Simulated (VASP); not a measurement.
## Se (relaxed from the diamond structure, space group Fd-3m): computed properties

All values below come from r2SCAN meta-GGA, VASP's PBE PAW potentials (set 64) (plane waves; VASP).

```yaml
space_group: Fd-3m (227)
cell: a = b = c = 6.285 Å, α = β = γ = 90.00°
volume_per_atom: 31.04 Å^3/atom
band gap (over mesh and band path): none (metal, semimetal or under 0.01 eV)
density: 4.23 g/cm³
```

```cif
data_Se2
_chemical_formula_sum 'Se2'
_space_group_name_H-M_alt 'P 1'
_space_group_IT_number 1
_cell_length_a 4.44429
_cell_length_b 4.44429
_cell_length_c 4.44429
_cell_angle_alpha 60.000
_cell_angle_beta 60.000
_cell_angle_gamma 60.000
loop_
_space_group_symop_operation_xyz
  'x, y, z'
loop_
_atom_site_label
_atom_site_type_symbol
_atom_site_fract_x
_atom_site_fract_y
_atom_site_fract_z
_atom_site_occupancy
Se1 Se 0.75000 0.75000 0.75000 1
Se2 Se 0.50000 0.50000 0.50000 1
```

The structure was generated: Se was put into the diamond type (Fd-3m), which need not be its known phase. It was relaxed first, which changed the volume by +46 %. Symmetry was kept, so distortions that lower it aren't found.
